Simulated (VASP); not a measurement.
An input for Quantum ESPRESSO's pw.x (written as the equivalent of a VASP run, and not itself run):

```
&CONTROL
  calculation = 'vc-relax'
  pseudo_dir = './pseudo'
  outdir = './out'
  tprnfor = .true.
  tstress = .true.
  nstep = 40
  forc_conv_thr = 0.00078
/
&SYSTEM
  ibrav = 0
  nat = 3
  ntyp = 1
  ecutwfc = 86
  occupations = 'smearing'
  smearing = 'gaussian'
  degauss = 0.003675
  input_dft = 'pz'
/
&ELECTRONS
  conv_thr = 7.3e-08
  electron_maxstep = 100
/
&IONS
/
&CELL
  press = 50
/
ATOMIC_SPECIES
  Se 78.971 Se.upf
CELL_PARAMETERS angstrom
     1.9750971   -3.4209684    0.0000000
     1.9750971    3.4209684    0.0000000
     0.0000000    0.0000000    5.1209022
ATOMIC_POSITIONS crystal
  Se   0.0000000  0.2558428  0.6666670
  Se   0.7441572  0.7441572  0.0000000
  Se   0.2558428  0.0000000  0.3333330
K_POINTS automatic
  7 7 5 0 0 0
```

**Question.** Translate this input to VASP (INCAR, KPOINTS, POSCAR, choice of POTCAR).

**Answer.** Several could match; the one computed here: 
KPOINTS:
```
Automatic
0
G
7 7 5
0 0 0
```

**INCAR**
```
SYSTEM = Se
PREC = Accurate; ENCUT = 500; LREAL = .False.
LASPH = .True.
EDIFF = 1E-6; NELM = 100; ALGO = Normal
LMAXMIX = 4
ISMEAR = 0; SIGMA = 0.05
IBRION = 2; NSW = 40; ISIF = 3
EDIFFG = -0.02; PSTRESS = 50
LWAVE = .False.; LCHARG = .False.
```

**POSCAR**
```
Se
1
    1.9750970562    -3.4209684408     0.0000000000
    1.9750970562     3.4209684408     0.0000000000
    0.0000000000     0.0000000000     5.1209021999
Se
3
Direct
  0.0000000000   0.2558428306   0.6666670000
  0.7441571694   0.7441571694   0.0000000000
  0.2558428306   0.0000000000   0.3333330000
```

POTCAR, in this order: Se (LDA.64 set). Program: vasp_std.

What does not carry over: the potentials are each code's own (VASP's PAW set, PseudoDojo norm-conserving files in pw.x), so ENCUT and ecutwfc are chosen apart and not converted; conv_thr bounds pw.x's estimated SCF error, while EDIFF bounds the energy change between steps; forc_conv_thr acts on force components and is met together with etot_conv_thr.

The compound is Se in the trig structure. This run relaxes it under an external pressure of 5 GPa. Symmetry was kept, so distortions that lower it aren't found.
